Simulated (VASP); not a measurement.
OSZICAR of a VASP run on Pd (fcc):

OSZICAR:
```
       N       E                     dE             d eps       ncg     rms          rms(c)
DAV:   1     0.385424465070E+02    0.38542E+02   -0.54644E+03  2634   0.106E+03
DAV:   2    -0.565573095911E+01   -0.44198E+02   -0.43324E+02  2867   0.198E+02
DAV:   3    -0.599774880293E+01   -0.34202E+00   -0.33920E+00  2974   0.201E+01
DAV:   4    -0.599964829907E+01   -0.18995E-02   -0.18993E-02  3045   0.139E+00
DAV:   5    -0.599966819555E+01   -0.19896E-04   -0.19896E-04  3119   0.120E-01    0.103E+01
DAV:   6    -0.564776124154E+01    0.35191E+00   -0.14206E+00  2677   0.116E+01    0.485E+00
DAV:   7    -0.562807972391E+01    0.19682E-01   -0.24096E-02  3200   0.138E+00    0.237E+00
DAV:   8    -0.562239808555E+01    0.56816E-02   -0.20834E-03  2879   0.497E-01    0.132E-01
DAV:   9    -0.562237837517E+01    0.19710E-04   -0.70760E-05  3354   0.897E-02    0.218E-02
DAV:  10    -0.562238372675E+01   -0.53516E-05   -0.31254E-06  2934   0.191E-02    0.653E-03
DAV:  11    -0.562238358888E+01    0.13788E-06   -0.31542E-08  2824   0.175E-03    0.598E-04
DAV:  12    -0.562238360405E+01   -0.15172E-07   -0.27733E-09  1405   0.603E-04
   1 F= -.56223836E+01 E0= -.56224435E+01  d E =0.179630E-03
```

Task: Which electronic solver shows in the log?

Result: It is blocked Davidson (ALGO = Normal, or the opening steps of other solvers). The INCAR had ALGO = Normal.

Task: Can the final energy be trusted as converged?

Result: The run converged. It stopped with EDIFF = 1E-7, NELM = 100 (AM05 GGA, plane waves, VASP's PBE PAW potentials (set 64)).

The compound is Pd in the fcc structure. This cell is one point of a volume scan, at 0.94 of the reference volume.
